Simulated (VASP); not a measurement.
```
CELL_PARAMETERS angstrom
      0.00000     3.22805     3.22805
      3.22805     0.00000     3.22805
      3.22805     3.22805     0.00000
ATOMIC_POSITIONS crystal
  Ba 0.00000 0.00000 0.00000
  S  0.50000 0.50000 0.50000
```

These are PBE GGA, VASP's PBE PAW potentials (set 64) (plane waves; VASP) values and carry that method's errors. Run with 520 eV cut-off, Gaussian smearing of 0.050 eV, potentials Ba_sv S.

Unless said otherwise, spin-orbit coupling is left out, though it shifts the bands of the heavy elements here.

**Question.** What does the run give for the band gap (along the path) with the smallest direct gap where there is one?

**Answer.** 
* **band gap (along the path)**: 2.16 eV
* **smallest direct gap (along the path)**: 2.31 eV

Only differences to runs with the same potentials and settings are physical.

The compound is BaS in the rock salt structure. It was relaxed first.
